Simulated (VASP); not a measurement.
# Ca2Os3 (Pm-3m) in VASP: density of states with PBE

Aim: the density of states of Ca2Os3 with PBE.

All numbers are computed with VASP 6.6.1; they aren't measurements. Logs are shortened: lines on timing, memory, paths and dates and some standing lists are left out, and cuts for length are marked.

### 1 Starting point

The structure is cubic, space group Pm-3m (No. 221). Conventional cell: a = 4.772 Å, b = 4.772 Å, c = 4.772 Å, α = 90.00°, β = 90.00°, γ = 90.00°. Ca (site symmetry m-3m) is surrounded by 12 Os at 3.37 Å. Ca (site symmetry m-3m) is surrounded by 6 Os at 2.39 Å. Os (site symmetry 4/mmm) is surrounded by 2 Ca at 2.39 Å.

The cell was built by a generator and needn't be a form met in nature.

### 2 Density of states, PBE

Input file POSCAR:

```
Ca2Os3
1.0
    4.7721438330      0.0000000000      0.0000000000
    0.0000000000      4.7721438330      0.0000000000
    0.0000000000      0.0000000000      4.7721438330
Ca Os
2 3
Direct
    0.0000000000      0.0000000000      0.0000000000
    0.5000000000      0.5000000000      0.5000000000
    0.0000000000      0.5000000000      0.5000000000
    0.5000000000      0.0000000000      0.5000000000
    0.5000000000      0.5000000000      0.0000000000
```

Input file INCAR.step1:

```
PREC = Accurate ; ENCUT = 520
EDIFF = 1E-7 ; ISMEAR = 0
SIGMA = 0.1 ; LREAL = F
LASPH = T ; NELM = 80
ALGO = Normal ; ISIF = 2
LWAVE = F ; LCHARG = T
LMAXMIX = 4 ; GGA = PE
NBANDS = 30
```

Input file KPOINTS.step1:

```
regular mesh
0
Gamma
  8 8 8
```

Input file INCAR.step2:

```
PREC = Accurate ; ENCUT = 520
EDIFF = 1E-7 ; ISMEAR = -5
SIGMA = 0.1 ; LREAL = F
LASPH = T ; NELM = 80
ALGO = Normal ; ISIF = 2
LWAVE = F ; LCHARG = F
LMAXMIX = 4 ; GGA = PE
LORBIT = 11 ; NEDOS = 1001
ICHARG = 11
```

Input file KPOINTS.step2:

```
regular mesh
0
Gamma
  12 12 12
```

Potentials or basis: VASP PAW PBE potentials, release 64 (Ca_sv, Os).

The run is started by

```console
$ cat potpaw_PBE.64/Ca_sv/POTCAR potpaw_PBE.64/Os/POTCAR > POTCAR
$ cp INCAR.step1 INCAR
$ cp KPOINTS.step1 KPOINTS
$ mpirun -np 1 vasp_std > vasp.out
$ cp INCAR.step2 INCAR
$ cp KPOINTS.step2 KPOINTS
$ mpirun -np 1 vasp_std > vasp.out
```

OUTCAR:

```text
PREC = Accurate
   ENCUT = 520
   EDIFF = 1E-7
   ISMEAR = -5
   LREAL = F
   LASPH = T
   NELM = 80
   ISIF = 2
   GGA = PE
   LORBIT = 11
   ICHARG = 11

 ion  position               nearest neighbor table
   1  0.000  0.000  0.000-
   2  0.500  0.500  0.500-   3 2.39   4 2.39   5 2.39   5 2.39   4 2.39   3 2.39
   3  0.000  0.500  0.500-   2 2.39   2 2.39   5 3.37   5 3.37   4 3.37   4 3.37   4 3.37   5 3.37
                             5 3.37   4 3.37
   4  0.500  0.000  0.500-   2 2.39   2 2.39   5 3.37   5 3.37   3 3.37   3 3.37   5 3.37   5 3.37
                             3 3.37   3 3.37
   5  0.500  0.500  0.000-   2 2.39   2 2.39   4 3.37   3 3.37   3 3.37   4 3.37   4 3.37   4 3.37
                             3 3.37   3 3.37

  LATTYP: Found a simple cubic cell.
 ALAT       =     4.7721438330

  Lattice vectors:

 A1 = (   4.7721438330,   0.0000000000,   0.0000000000)
 A2 = (   0.0000000000,   4.7721438330,   0.0000000000)
 A3 = (   0.0000000000,   0.0000000000,   4.7721438330)

Analysis of symmetry for initial positions (statically):
=====================================================================
 Subroutine PRICEL returns:
 Original cell was already a primitive cell.

 Routine SETGRP: Setting up the symmetry group for a
 simple cubic supercell.

 Subroutine GETGRP returns: Found 48 space group operations
 (whereof 48 operations were pure point group operations)
 out of a pool of 48 trial point group operations.

The static configuration has the point symmetry O_h .

Analysis of symmetry for dynamics (positions and initial velocities):
=====================================================================
 Subroutine PRICEL returns:
 Original cell was already a primitive cell.

 Routine SETGRP: Setting up the symmetry group for a
 simple cubic supercell.

 Subroutine GETGRP returns: Found 48 space group operations
 (whereof 48 operations were pure point group operations)
 out of a pool of 48 trial point group operations.

The dynamic configuration has the point symmetry O_h .

 Subroutine INISYM returns: Found 48 space group operations
 (whereof 48 operations are pure point group operations),
 and found     1 'primitive' translations

----------------------------------------------------------------------------------------

                                     Primitive cell

  volume of cell :     108.6777

  direct lattice vectors                    reciprocal lattice vectors
     4.772143833  0.000000000  0.000000000     0.209549426  0.000000000  0.000000000
     0.000000000  4.772143833  0.000000000     0.000000000  0.209549426  0.000000000
     0.000000000  0.000000000  4.772143833     0.000000000  0.000000000  0.209549426

  length of vectors
     4.772143833  4.772143833  4.772143833     0.209549426  0.209549426  0.209549426

  position of ions in fractional coordinates (direct lattice)
     0.000000000  0.000000000  0.000000000
     0.500000000  0.500000000  0.500000000
     0.000000000  0.500000000  0.500000000
     0.500000000  0.000000000  0.500000000
     0.500000000  0.500000000  0.000000000

  ion indices of the primitive-cell ions
   primitive index   ion index
                 1           1
                 2           2
                 3           3
                 4           4
                 5           5

----------------------------------------------------------------------------------------

 KPOINTS: regular mesh

Automatic generation of k-mesh.
 Grid dimensions read from file:
 generate k-points for:   12   12   12

 Generating k-lattice:

  Cartesian coordinates                     Fractional coordinates (reciprocal lattice)
     0.017462452  0.000000000  0.000000000     0.083333333  0.000000000  0.000000000
     0.000000000  0.017462452  0.000000000     0.000000000  0.083333333  0.000000000
     0.000000000  0.000000000  0.017462452     0.000000000  0.000000000  0.083333333

  Length of vectors
     0.017462452  0.017462452  0.017462452

  Shift w.r.t. Gamma in fractional coordinates (k-lattice)
     0.000000000  0.000000000  0.000000000

 TETIRR: Found    854 inequivalent tetrahedra from    10368

 Subroutine IBZKPT returns following result:
 ===========================================

 Found     84 irreducible k-points:

 Following reciprocal coordinates:
            Coordinates               Weight
  0.000000  0.000000  0.000000      1.000000
  0.083333  0.000000  0.000000      6.000000
  0.166667  0.000000  0.000000      6.000000
  0.250000  0.000000  0.000000      6.000000
  0.333333  0.000000  0.000000      6.000000
  0.416667  0.000000  0.000000      6.000000
[... 16 lines left out ...]
  0.333333  0.333333  0.000000     12.000000
  0.416667  0.333333  0.000000     24.000000
 [... further k-points ...]
   k-points           NKPTS =     84   k-points in BZ     NKDIM =     84   number of bands    NBANDS=     26
   number of dos      NEDOS =   1001   number of ions     NIONS =      5
   total plane-waves  NPLWV =  46656
   dimension x,y,z NGX =    36 NGY =   36 NGZ =   36
   dimension x,y,z NGXF=    72 NGYF=   72 NGZF=   72
   ions per type =               2   3
   NGX,Y,Z   is equivalent  to a cutoff of  12.54, 12.54, 12.54 a.u.
   NGXF,Y,Z  is equivalent  to a cutoff of  25.08, 25.08, 25.08 a.u.
 SYSTEM =  unknown system
   PREC   = accura    normal or accurate (medium, high low for compatibility)
   ISTART =      0    job   : 0-new  1-cont  2-samecut
   ICHARG =     11    charge: 1-file 2-atom 10-const
   ISPIN  =      1    spin polarized calculation?
   LNONCOLLINEAR =      F non collinear calculations
   LSORBIT =      F    spin-orbit coupling
   LASPH  =      T    aspherical Exc in radial PAW
   ENCUT  =  520.0 eV  38.22 Ry    6.18 a.u.   8.87  8.87  8.87*2*pi/ulx,y,z
   NELM   =     80;   NELMIN=  2; NELMDL=  0     # of ELM steps
   EDIFF  = 0.1E-06   stopping-criterion for ELM
   LREAL  =      F    real-space projection
   EDIFFG = 0.1E-05   stopping-criterion for IOM
   NSW    =      0    number of steps for IOM
   IBRION =     -1    ionic relax: 0-MD 1-quasi-New 2-CG
   NFREE  =      0    steps in history (QN), initial steepest desc. (CG)
   ISIF   =      2    stress and relaxation
   ISYM   =      2    0-nonsym 1-usesym 2-fastsym
   POTIM  = 0.5000    time-step for ionic-motion
   TEBEG  =    0.0;   TEEND  =   0.0 temperature during run
   PSTRESS=    0.0 pullay stress
   NELECT =      44.0000    total number of electrons
   NUPDOWN=      -1.0000    fix difference up-down
   EMIN   =  10.00;   EMAX   =-10.00  energy-range for DOS
   EFERMI =   0.00;   METHOD = LEGACY
   ISMEAR =    -5;   SIGMA  =   0.10  broadening in eV -4-tet -1-fermi 0-gaus
   EFERMI_NEDOS =   21; number of points for ismear=-14 and -15
   IALGO  =     38    algorithm
   IMIX   =      4    mixing-type and parameters
     AMIX     =   0.40;   BMIX     =  1.00
     AMIX_MAG =   1.60;   BMIX_MAG =  1.00
  volume/ion in A,a.u.               =      21.74       146.68
  Fermi-wavevector in a.u.,A,eV,Ry     =   1.211097  2.288641 19.956420  1.466756
  Thomas-Fermi vector in A             =   2.346623
   LORBIT       =     11    0 simple, 1 ext, 2 COOP (PROOUT), +10 PAW based schemes
   GGA     = PE    functional components
   LHFCALC =     F    Hartree Fock is set to
   AEXX    =    0.0000 exact exchange contribution
   IVDW    =     0    specifies the selected vdW correction
   LEPSILON=     F    determine dielectric tensor
   LRPA    =     F    only Hartree local field effects (RPA)
 non-spin polarized calculation
 Fermi weights with tetrahedron method with Bloechl corrections
  energy-cutoff  :      520.00
  volume of cell :      108.68
 maximum number of plane-waves:      2968
 NGX is ok and might be reduce to    36

 number of electron      43.9999992 magnetization

 Free energy of the ion-electron system (eV)
  ---------------------------------------------------
  ext. energy  EPLUGINS =         0.00000000
  ---------------------------------------------------
  free energy    TOTEN  =       -25.22024987 eV

  energy without entropy =      -25.22024987  energy(sigma->0) =      -25.22024987

 E-fermi :   3.6343     XC(G=0): -10.7935

 val. band max:        3.6541820633   @ k =   0.5000   0.5000   0.5000
 cond. band min:       3.6157923856   @ k =   0.3333   0.3333   0.0833
 fundamental gap:     -0.0383896777
 Fermi energy:         3.6343209569

 k-point     1 :       0.0000    0.0000    0.0000
  band No.  band energies     occupation
      1     -36.3001      2.00000
      2     -34.4340      2.00000
      3     -17.3066      2.00000
      4     -17.3066      2.00000
      5     -17.3066      2.00000
      6     -15.7423      2.00000
[... 18 lines left out ...]
     25       6.1547      0.00000
     26       6.1617      0.00000

 k-point     2 :       0.0833    0.0000    0.0000
  band No.  band energies     occupation
      1     -36.3001      2.00000
      2     -34.4316      2.00000
      3     -17.3075      2.00000
      4     -17.3066      2.00000
      5     -17.3066      2.00000
      6     -15.7675      2.00000
[... 18 lines left out ...]
     25       5.4090      0.00000
     26       6.2039      0.00000

 k-point     3 :       0.1667    0.0000    0.0000
  band No.  band energies     occupation
      1     -36.3000      2.00000
      2     -34.4252      2.00000
      3     -17.3099      2.00000
      4     -17.3066      2.00000
      5     -17.3066      2.00000
      6     -15.8354      2.00000
[... 572 lines left out ...]
 k-point    23 :       0.3333    0.3333    0.0000
  band No.  band energies     occupation
      1     -36.2996      2.00000
      2     -34.3811      2.00000
      3     -17.3161      2.00000
      4     -17.3153      2.00000
      5     -17.3073      2.00000
      6     -16.0282      2.00000
[... 18 lines left out ...]
     25       3.8803      0.00000
     26       5.0992      0.00000

 k-point    24 :       0.4167    0.3333    0.0000
  band No.  band energies     occupation
      1     -36.2995      2.00000
      2     -34.3746      2.00000
      3     -17.3179      2.00000
      4     -17.3155      2.00000
      5     -17.3074      2.00000
      6     -16.0919      2.00000
[... 18 lines left out ...]
     25       4.0373      0.00000
     26       4.9980      0.00000

 [... further k-points ...]

------------------------ aborting loop because EDIFF is reached ----------------------------------------

  FORCE on cell =-STRESS in cart. coord.  units (eV):
  Direction    XX          YY          ZZ          XY          YZ          ZX
  --------------------------------------------------------------------------------------
  -------------------------------------------------------------------------------------
  Total        0.1968596      0.1968596      0.1968596     -0.0000000      0.0000000     -0.0000000
  in kB        2.9021958      2.9021958      2.9021958     -0.0000000      0.0000000     -0.0000000
  external PRESSURE =       2.9021958 kB  Pullay stress =       0.0000000 kB

 VOLUME and BASIS-vectors are now :
 -----------------------------------------------------------------------------
  energy-cutoff  :      520.00
  volume of cell :      108.68
      direct lattice vectors                 reciprocal lattice vectors
     4.772143833  0.000000000  0.000000000     0.209549426  0.000000000  0.000000000
     0.000000000  4.772143833  0.000000000     0.000000000  0.209549426  0.000000000
     0.000000000  0.000000000  4.772143833     0.000000000  0.000000000  0.209549426

 POSITION                                       TOTAL-FORCE (eV/Angst)
 -----------------------------------------------------------------------------------
      0.00000      0.00000      0.00000         0.000000      0.000000      0.000000
      2.38607      2.38607      2.38607         0.000000      0.000000      0.000000
      0.00000      2.38607      2.38607         0.000000      0.000000      0.000000
      2.38607      0.00000      2.38607         0.000000      0.000000      0.000000
      2.38607      2.38607      0.00000         0.000000      0.000000      0.000000
 -----------------------------------------------------------------------------------
    total drift:                                0.000000      0.000000      0.000000

  FREE ENERGIE OF THE ION-ELECTRON SYSTEM (eV)
  ---------------------------------------------------
  free  energy   TOTEN  =       -25.2202498718 eV

  energy  without entropy=      -25.2202498718  energy(sigma->0) =      -25.22024987

 total charge

# of ion       s       p       d       tot
------------------------------------------
    1        2.038   5.848   0.204   8.090
    2        2.165   5.856   1.093   9.114
    3        0.537   0.233   6.038   6.808
    4        0.537   0.233   6.038   6.808
    5        0.537   0.233   6.038   6.808
--------------------------------------------------
tot          5.815  12.403  19.410  37.629
```

Wall time 3.3 min (1 thread of Intel Xeon Platinum 8488C (Sapphire Rapids), shared host); peak memory 0.35 GiB.

What came out:

- Valence electrons inside the program's atomic spheres: Ca 8.09, 9.11; Os 6.81

States per cell in windows of 0.5 eV (zero at the Fermi level; states under -8 eV left out):
```csv
from (eV),total,Os5_d,Os3_d,Os4_d,Ca2_d,Os3_s,Os4_s
-8.0,0.00,0.00,0.00,0.00,0.00,0.00,0.00
-7.5,0.00,0.00,0.00,0.00,0.00,0.00,0.00
-7.0,0.00,0.00,0.00,0.00,0.00,0.00,0.00
-6.5,0.00,0.00,0.00,0.00,0.00,0.00,0.00
-6.0,0.00,0.00,0.00,0.00,0.00,0.00,0.00
-5.5,0.09,0.00,0.00,0.00,0.00,0.01,0.01
-5.0,0.24,0.00,0.00,0.00,0.00,0.03,0.03
-4.5,0.40,0.00,0.00,0.00,0.00,0.05,0.05
-4.0,0.51,0.01,0.01,0.01,0.00,0.06,0.06
-3.5,1.55,0.25,0.25,0.25,0.09,0.06,0.06
-3.0,3.73,0.64,0.64,0.64,0.18,0.12,0.12
-2.5,3.64,0.66,0.66,0.66,0.22,0.09,0.09
-2.0,3.37,0.74,0.74,0.74,0.27,0.04,0.04
-1.5,5.78,1.42,1.42,1.42,0.17,0.02,0.02
-1.0,3.42,0.83,0.83,0.83,0.09,0.02,0.02
-0.5,5.37,1.45,1.45,1.45,0.06,0.02,0.02
0.0,3.40,0.89,0.89,0.89,0.03,0.03,0.03
0.5,2.53,0.65,0.65,0.65,0.02,0.03,0.03
1.0,0.89,0.16,0.16,0.16,0.02,0.05,0.05
1.5,1.19,0.20,0.20,0.20,0.04,0.09,0.09
2.0,0.16,0.02,0.02,0.02,0.01,0.02,0.02
2.5,0.00,0.00,0.00,0.00,0.00,0.00,0.00
3.0,0.00,0.00,0.00,0.00,0.00,0.00,0.00
3.5,0.00,0.00,0.00,0.00,0.00,0.00,0.00
```

Caveat: tetrahedron occupations give inexact forces and stress in metals.
